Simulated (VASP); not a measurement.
Method: PBEsol GGA, VASP's PBE PAW potentials (set 64) (plane waves; VASP 6.6.1).

A VASP calculation is set up with these files.

### KPOINTS
```
Automatic mesh
0
gamma
 13 13 4
```

**POSCAR**
```
Ta3ZrC4
1
   -0.0000000000     2.2446665997     2.2446665997
    2.2446665997    -0.0000000000     2.2446665997
    9.0017589815     9.0017589815    -0.0230925827
Zr C Ta
1 4 3
Direct
  0.0000000000   0.0000000000   0.0000000000
  0.4872225747   0.4872225747   0.1345830689
  0.4963940523   0.4963940523   0.3777044608
  0.5036059477   0.5036059477   0.6222955392
  0.5127774253   0.5127774253   0.8654169311
  0.9932821461   0.9932821461   0.2550383905
  0.0000000000   0.0000000000   0.5000000000
  0.0067178539   0.0067178539   0.7449616095
```

INCAR:
```
SYSTEM = Ta3ZrC4
PREC = Accurate; ENCUT = 520; LREAL = .False.
LASPH = .True.
EDIFF = 1E-7; NELM = 100; ALGO = Normal
LMAXMIX = 6
ISMEAR = -5
GGA = PS
ISIF = 2
LWAVE = .False.; LCHARG = .True.; LORBIT = 11
NEDOS = 601
LEFG = .True.
```

POTCAR, in this order: Zr_sv C Ta_pv (PBE.64 set). Program: vasp_std.

Output of the run:

**OSZICAR**
```
       N       E                     dE             d eps       ncg     rms          rms(c)
DAV:   1     0.569309010726E+03    0.56931E+03   -0.33416E+04 13608   0.175E+03
DAV:   2    -0.645998792802E+02   -0.63391E+03   -0.62162E+03 15584   0.492E+02
DAV:   3    -0.103455330733E+03   -0.38855E+02   -0.38298E+02 20188   0.108E+02
DAV:   4    -0.104701342782E+03   -0.12460E+01   -0.12382E+01 19584   0.161E+01
DAV:   5    -0.104722502877E+03   -0.21160E-01   -0.20998E-01 18620   0.206E+00    0.507E+01
DAV:   6    -0.915867069193E+02    0.13136E+02   -0.82199E+01 16464   0.390E+01    0.204E+01
DAV:   7    -0.914441631823E+02    0.14254E+00   -0.56220E+00 18476   0.113E+01    0.937E+00
DAV:   8    -0.913631148200E+02    0.81048E-01   -0.17609E+00 17300   0.731E+00    0.199E+00
DAV:   9    -0.913300909924E+02    0.33024E-01   -0.28397E-01 17540   0.292E+00    0.530E-01
DAV:  10    -0.913302342110E+02   -0.14322E-03   -0.45606E-02 18616   0.114E+00    0.376E-01
DAV:  11    -0.913304772464E+02   -0.24304E-03   -0.61223E-03 17344   0.479E-01    0.175E-01
DAV:  12    -0.913298131109E+02    0.66414E-03   -0.34771E-03 16712   0.240E-01    0.513E-02
DAV:  13    -0.913298156773E+02   -0.25664E-05   -0.22161E-04 19592   0.827E-02    0.321E-02
DAV:  14    -0.913298171335E+02   -0.14561E-05   -0.61338E-05 16364   0.357E-02    0.106E-02
DAV:  15    -0.913298238336E+02   -0.67001E-05   -0.14654E-05 18344   0.168E-02    0.627E-03
DAV:  16    -0.913298218891E+02    0.19445E-05   -0.14468E-06 17000   0.827E-03    0.111E-03
DAV:  17    -0.913298207774E+02    0.11117E-05   -0.32107E-07 13680   0.252E-03    0.470E-04
DAV:  18    -0.913298210785E+02   -0.30111E-06   -0.26786E-08  8984   0.901E-04    0.235E-04
DAV:  19    -0.913298212275E+02   -0.14900E-06   -0.84305E-09  8932   0.513E-04    0.136E-04
DAV:  20    -0.913298212139E+02    0.13606E-07   -0.21382E-09  8900   0.315E-04
   1 F= -.91329821E+02 E0= -.91329821E+02  d E =0.000000E+00
```

File OUTCAR:
```
------------------------ aborting loop because EDIFF is reached ----------------------------------------
  FORCE on cell =-STRESS in cart. coord.  units (eV):
  Direction    XX          YY          ZZ          XY          YZ          ZX
  --------------------------------------------------------------------------------------
  Total        0.0102503      0.0102503      0.0102503     -0.0477563      0.0477563      0.0477563
  in kB        0.1808127      0.1808127      0.1808127     -0.8424106      0.8424106      0.8424106
  external PRESSURE =       0.1808127 kB  Pullay stress =       0.0000000 kB
  volume of cell :       90.83
      direct lattice vectors                 reciprocal lattice vectors
     0.000000000  2.244666600  2.244666600    -0.222464880  0.223035579  0.222464880
     2.244666600  0.000000000  2.244666600     0.223035579 -0.222464880  0.222464880
     9.001758982  9.001758982 -0.023092583     0.055473545  0.055473545 -0.055473545
 POSITION                                       TOTAL-FORCE (eV/Angst)
 -----------------------------------------------------------------------------------
      0.00000      0.00000      0.00000         0.000000      0.000000     -0.000000
      2.30514      2.30514      2.18420         0.007823      0.007823     -0.007823
      4.51424      4.51424      2.21976        -0.007069     -0.007069      0.007069
      6.73218      6.73218      2.24648         0.007069      0.007069     -0.007069
      8.94129      8.94129      2.28204        -0.007823     -0.007823      0.007823
      4.52538      4.52538      4.45329        -0.002530     -0.002530      0.002530
      4.50088      4.50088     -0.01155         0.000000      0.000000     -0.000000
      6.72104      6.72104      0.01296         0.002530      0.002530     -0.002530
 -----------------------------------------------------------------------------------
    total drift:                               -0.000000     -0.000000      0.000000
  FREE ENERGIE OF THE ION-ELECTRON SYSTEM (eV)
  ---------------------------------------------------
  free  energy   TOTEN  =       -91.3298212139 eV

  energy  without entropy=      -91.3298212139  energy(sigma->0) =      -91.32982121

 total charge

# of ion       s       p       d       tot
------------------------------------------
    1        2.183   6.055   1.741   9.979
    2        0.870   1.544   0.000   2.415
    3        0.860   1.564   0.000   2.424
    4        0.860   1.564   0.000   2.424
    5        0.870   1.544   0.000   2.415
    6        0.307   6.279   2.375   8.961
    7        0.300   6.274   2.393   8.966
    8        0.307   6.279   2.375   8.961
--------------------------------------------------
tot          6.558  31.103   8.884  46.545

 Electric field gradients after diagonalization (V/A^2)
 (convention: |V_zz| > |V_xx| > |V_yy|)
----------------------------------------------------------------------
 ion       V_xx      V_yy      V_zz     asymmetry (V_yy - V_xx)/ V_zz
----------------------------------------------------------------------
   1      -6.586    -6.586    13.173       0.000
   2       0.204     0.204    -0.408       0.001
   3       0.232     0.231    -0.463       0.002
   4       0.232     0.231    -0.463       0.002
   5       0.204     0.204    -0.408       0.001
   6      11.805    11.804   -23.609       0.000
   7       1.666     1.665    -3.331       0.000
   8      11.805    11.804   -23.609       0.000
```
(Selected blocks of OUTCAR.)

For a metal the tetrahedron method with Blöchl corrections gives inexact stress and forces.

The structure was generated: Ta3ZrC4 was put into an ordered model structure (R-3m), which need not be its known phase. It was relaxed first. The electron count is odd and the run is not spin-polarised, which forces a metal.
